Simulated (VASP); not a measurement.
VASP runs on CoO (space group Fm-3m) share one base input (LDA (Ceperley-Alder, Perdew-Zunger) + U (Dudarev), plane waves, VASP's LDA PAW potentials (set 64)) and change the settings named in each case.

POSCAR:
```
CoO
1.0
  0.0000000000   2.0992070000   2.0992070000
  2.0992070000   0.0000000000   2.0992070000
  2.0992070000   2.0992070000   0.0000000000
O Co
1 1
Cart
  0.0000000000   0.0000000000   0.0000000000
  2.0992070000   2.0992070000   2.0992070000
```

**KPOINTS**
```
Automatic mesh
0
G
  11 11 11
```

**INCAR**
```
SYSTEM = CoO
PREC = Accurate
ENCUT = 400
EDIFF = 1E-6
NELM = 100
ALGO = Normal
LREAL = .FALSE.
LASPH = .TRUE.
ISMEAR = 1
SIGMA = 0.2
LMAXMIX = 4
LWAVE = .FALSE.
LCHARG = .FALSE.
ISIF = 2
ISPIN = 2
MAGMOM = 0.0 3.0
LORBIT = 11
LDAU = .TRUE.
LDAUTYPE = 2
LDAUL = -1 2
LDAUU = 0 3.32
LDAUJ = 0 0
```

POTCAR, in this order: O Co (LDA.64 set). Program: vasp_std.

| change | E(σ→0) (eV/atom) | pressure (GPa) | −TS (eV) |
|---|---|---|---|
| base run | -6.4432 | -17.34 | -0.0120 |
| KPOINTS 9×9×9 Γ-centred mesh | -6.4439 | -17.07 | -0.0123 |
| EDIFF = 1E-04 | -6.4432 | -17.06 | -0.0121 |
| GGA = PE, POTCAR O Co (PBE.64 set) | -5.6438 | 0.82 | -0.0142 |
| NBANDS = 72 | -6.4432 | -17.22 | -0.0120 |
| ISYM = 0 | -6.4432 | -17.24 | -0.0120 |
| KPOINTS 1×1×1 Γ-centred mesh | -2.9045 | -2.73 | -0.0515 |
 Energies of different potentials or functionals have different zeros.  The moments were started parallel, and other spin orders were not tried in this run. At 400 eV the pressure can carry a Pulay error.

Left out are runs that ran out of time, are held back, or changed the cell or the kind of run, fixed moments of cells without a moment, rows past the twelfth, gaps on odd meshes, pressures of charged cells and columns that move by less than the noise.

The structure was generated: CoO was put into an ordered model structure, which need not be its known phase. The cell was not relaxed at this level, its lattice was scaled by up to 2.5 %. A gapless solution with U can be a metastable orbital state.
